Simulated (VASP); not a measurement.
All values below come from PBE GGA, VASP's PBE PAW potentials (set 64) (plane waves; VASP).

Input for VASP

POSCAR:
```
MgO
1
    0.0000000000     2.1234462331     2.1234462331
    2.1234462331     0.0000000000     2.1234462331
    2.1234462331     2.1234462331     0.0000000000
Mg O
1 1
Direct
  0.0000000000   0.0000000000   0.0000000000
  0.5000000000   0.5000000000   0.5000000000
```

### INCAR
```
SYSTEM = MgO
PREC = Accurate; ENCUT = 520; LREAL = .FALSE.
LASPH = .TRUE.; ICHARG = 11
EDIFF = 1E-7; NELM = 100; ALGO = Normal
ISMEAR = 0; SIGMA = 0.05
GGA = PE
LWAVE = .FALSE.; LCHARG = .FALSE.; LORBIT = 11
```

File KPOINTS:
```
k-points along high-symmetry lines
15
Line-mode
Reciprocal
  0.000000   0.000000   0.000000 ! GAMMA
  0.500000   0.000000   0.500000 ! X

  0.500000   0.000000   0.500000 ! X
  0.625000   0.250000   0.625000 ! U

  0.375000   0.375000   0.750000 ! K
  0.000000   0.000000   0.000000 ! GAMMA

  0.000000   0.000000   0.000000 ! GAMMA
  0.500000   0.500000   0.500000 ! L

  0.500000   0.500000   0.500000 ! L
  0.500000   0.250000   0.750000 ! W

  0.500000   0.250000   0.750000 ! W
  0.500000   0.000000   0.500000 ! X
```

POTCAR, in this order: Mg O (PBE.64 set). Program: vasp_std. Read from the step before: CHGCAR.

Output of the run:

File OUTCAR:
```
 ion  position               nearest neighbor table
   1  0.000  0.000  0.000-   2 2.12   2 2.12   2 2.12   2 2.12   2 2.12   2 2.12
   2  0.500  0.500  0.500-   1 2.12   1 2.12   1 2.12   1 2.12   1 2.12   1 2.12
  LATTYP: Found a face centered cubic cell.
 ALAT       =     4.2468924662
 Subroutine PRICEL returns:
 Original cell was already a primitive cell.
 Subroutine GETGRP returns: Found 48 space group operations
The static configuration has the point symmetry O_h .
The dynamic configuration has the point symmetry O_h .
 Subroutine INISYM returns: Found 48 space group operations
   k-points           NKPTS =     90   k-points in BZ     NKDIM =     90   number of bands    NBANDS=      8
   number of dos      NEDOS =    301   number of ions     NIONS =      2
   total plane-waves  NPLWV =  13824
   dimension x,y,z NGX =    24 NGY =   24 NGZ =   24
   dimension x,y,z NGXF=    48 NGYF=   48 NGZF=   48
   ions per type =               1   1
   PREC   = accura    normal or accurate (medium, high low for compatibility)
   ISTART =      0    job   : 0-new  1-cont  2-samecut
   ICHARG =     11    charge: 1-file 2-atom 10-const
   ISPIN  =      1    spin polarized calculation?
   LNONCOLLINEAR =      F non collinear calculations
   LSORBIT =      F    spin-orbit coupling
   INIWAV =      1    electr: 0-lowe 1-rand  2-diag
   ENCUT  =  520.0 eV  38.22 Ry    6.18 a.u.   5.58  5.58  5.58*2*pi/ulx,y,z
   NELM   =    100;   NELMIN=  2; NELMDL= -5     # of ELM steps
   EDIFF  = 0.1E-06   stopping-criterion for ELM
   LREAL  =      F    real-space projection
   NLSPLINE    = F    spline interpolate recip. space projectors
   LMAXMIX     =    2 max onsite mixed and CHGCAR
   VOSKOWN=      0    Vosko Wilk Nusair interpolation
   EDIFFG = 0.1E-05   stopping-criterion for IOM
   NSW    =      0    number of steps for IOM
   NBLOCK =      1;   KBLOCK =      1    inner block; outer block
   IBRION =     -1    ionic relax: 0-MD 1-quasi-New 2-CG
   NFREE  =      0    steps in history (QN), initial steepest desc. (CG)
   ISIF   =      2    stress and relaxation
   ISYM   =      2    0-nonsym 1-usesym 2-fastsym
   TEIN   =    0.0    initial temperature
   TEBEG  =    0.0;   TEEND  =   0.0 temperature during run
   SMASS  =  -3.00    Nose mass-parameter (am)
   PSTRESS=    0.0 pullay stress
   NELECT =       8.0000    total number of electrons
   EFERMI =   0.00;   METHOD = LEGACY
   ISMEAR =     0;   SIGMA  =   0.05  broadening in eV -4-tet -1-fermi 0-gaus
   IALGO  =     38    algorithm
   LDIAG  =      T    sub-space diagonalisation (order eigenvalues)
   IMIX   =      4    mixing-type and parameters
     AMIX     =   0.40;   BMIX     =  1.00
     AMIX_MAG =   1.60;   BMIX_MAG =  1.00
     AMIN     =   0.10
   GGA     = PE    functional components
   VOSKOWN =     0    Vosko Wilk Nusair interpolation
   LHFCALC =     F    Hartree Fock is set to
   LHFONE  =     F    Hartree Fock one center treatment
   AEXX    =    0.0000 exact exchange contribution
   IVDW    =     0    specifies the selected vdW correction
   LEPSILON=     F    determine dielectric tensor
   LRPA    =     F    only Hartree local field effects (RPA)
  energy-cutoff  :      520.00
  volume of cell :       19.15
      direct lattice vectors                 reciprocal lattice vectors
     0.000000000  2.123446233  2.123446233    -0.235466287  0.235466287  0.235466287
     2.123446233  0.000000000  2.123446233     0.235466287 -0.235466287  0.235466287
     2.123446233  2.123446233  0.000000000     0.235466287  0.235466287 -0.235466287
 k-point     1 :   0.0000 0.0000 0.0000  plane waves:     531
 k-point     2 :   0.0357 0.0000 0.0357  plane waves:     531
 k-point     3 :   0.0714 0.0000 0.0714  plane waves:     532
 k-point     4 :   0.1071 0.0000 0.1071  plane waves:     532
 k-point     5 :   0.1429 0.0000 0.1429  plane waves:     524
 k-point     6 :   0.1786 0.0000 0.1786  plane waves:     520
 k-point     7 :   0.2143 0.0000 0.2143  plane waves:     524
 k-point     8 :   0.2500 0.0000 0.2500  plane waves:     528
 k-point     9 :   0.2857 0.0000 0.2857  plane waves:     508
 k-point    10 :   0.3214 0.0000 0.3214  plane waves:     512
...
```

OSZICAR:
```
       N       E                     dE             d eps       ncg     rms          rms(c)
DAV:   1     0.133853676816E+02    0.13385E+02   -0.46437E+03  1688   0.871E+02
DAV:   2    -0.106739519130E+02   -0.24059E+02   -0.23035E+02  1808   0.129E+02
DAV:   3    -0.110005689900E+02   -0.32662E+00   -0.32662E+00  1800   0.172E+01
DAV:   4    -0.110010863928E+02   -0.51740E-03   -0.51740E-03  1856   0.652E-01
DAV:   5    -0.110010872733E+02   -0.88055E-06   -0.88055E-06  1968   0.204E-02
DAV:   6    -0.110010872742E+02   -0.84037E-09   -0.84051E-09  1856   0.423E-04
   1 F= -.11001087E+02 E0= -.11001087E+02  d E =-.825420E-11
```

OUTCAR:
```
 val. band max:        3.0039176594   @ k =   0.0000   0.0000   0.0000

 cond. band min:       7.4936934922   @ k =   0.0000   0.0000   0.0000



 k-point     1 :       0.0000    0.0000    0.0000
  band No.  band energies     occupation
      1     -14.1347      2.00000
      2       3.0039      2.00000
      3       3.0039      2.00000
      4       3.0039      2.00000
      5       7.4937      0.00000
      6      18.6636      0.00000
      7      18.6636      0.00000
      8      18.6636      0.00000

 k-point     2 :       0.0357    0.0000    0.0357
  band No.  band energies     occupation
      1     -14.1172      2.00000
      2       2.8960      2.00000
      3       2.9841      2.00000
      4       2.9841      2.00000
      5       7.6167      0.00000
      6      18.3671      0.00000
      7      18.7057      0.00000
      8      18.7057      0.00000

 k-point     3 :       0.0714    0.0000    0.0714
  band No.  band energies     occupation
      1     -14.0655      2.00000
      2       2.6061      2.00000
      3       2.9261      2.00000
      4       2.9261      2.00000
      5       7.9521      0.00000
      6      17.6949      0.00000
      7      18.8288      0.00000
      8      18.8288      0.00000

 k-point     4 :       0.1071    0.0000    0.1071
  band No.  band energies     occupation
      1     -13.9816      2.00000
      2       2.2032      2.00000
      3       2.8348      2.00000
      4       2.8348      2.00000
      5       8.4318      0.00000
      6      16.9103      0.00000
      7      19.0233      0.00000
      8      19.0233      0.00000

 k-point     5 :       0.1429    0.0000    0.1429
  band No.  band energies     occupation
      1     -13.8691      2.00000
      2       1.7484      2.00000
      3       2.7169      2.00000
      4       2.7169      2.00000
      5       8.9954      0.00000
      6      16.1267      0.00000
      7      19.2751      0.00000
      8      19.2751      0.00000
...
```

The density is held fixed in this step, so its total energy and stress have no physical meaning.

The compound is MgO in the rock salt structure. It was relaxed first.
